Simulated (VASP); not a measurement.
VASP runs on CuAs (a trial cell in the CsCl structure, space group Pm-3m) share one base input (PBE GGA, plane waves, VASP's PBE PAW potentials (set 64)) and change the settings named in each case.

### KPOINTS
```
Automatic
0
Gamma
 8 8 8
```

### INCAR
```
SYSTEM = CuAs
PREC = Accurate
ENCUT = 400
EDIFF = 1E-6
NELM = 100
ALGO = Normal
LREAL = .FALSE.
LASPH = .TRUE.
ISMEAR = 0
SIGMA = 0.05
GGA = PE
LMAXMIX = 4
LWAVE = .FALSE.
LCHARG = .FALSE.
ISIF = 2
```

File POSCAR:
```
CuAs
5.9798280
  0.5000000000   0.0000000000   0.0000000000
  0.0000000000   0.5000000000   0.0000000000
  0.0000000000   0.0000000000   0.5000000000
Cu As
1 1
Cartesian
  0.0000000000   0.0000000000   0.0000000000
  0.2500000000   0.2500000000   0.2500000000
```

POTCAR, in this order: Cu As (PBE.64 set). Program: vasp_std.

```
change                           E(σ→0) (eV/atom)  pressure (GPa)  −TS (eV)  irreducible k-points
-------------------------------  ----------------  --------------  --------  --------------------
base run                                  -3.7807           23.05   -0.0015                    35
KPOINTS 3×3×3 Γ-centred mesh              -4.2311           17.18    0.0000                     4
KPOINTS 4×4×4 Γ-centred mesh              -3.9055           22.86   -0.0029                    10
KPOINTS 7×7×7 Γ-centred mesh              -3.7597           22.71   -0.0025                    20
KPOINTS 10×10×10 Γ-centred mesh           -3.7723           23.71   -0.0022                    56
KPOINTS 11×11×11 Γ-centred mesh           -3.7747           22.87   -0.0004                    56
KPOINTS 14×14×14 Γ-centred mesh           -3.7744           22.96   -0.0022                   120
```

Left out are runs that ran out of time, are held back, or changed the cell or the kind of run, fixed moments of cells without a moment, rows past the twelfth, gaps on odd meshes, pressures of charged cells and columns that move by less than the noise.

The structure was generated: CuAs was put into the CsCl type (Pm-3m), which need not be its known phase. The cell was not relaxed at this level.
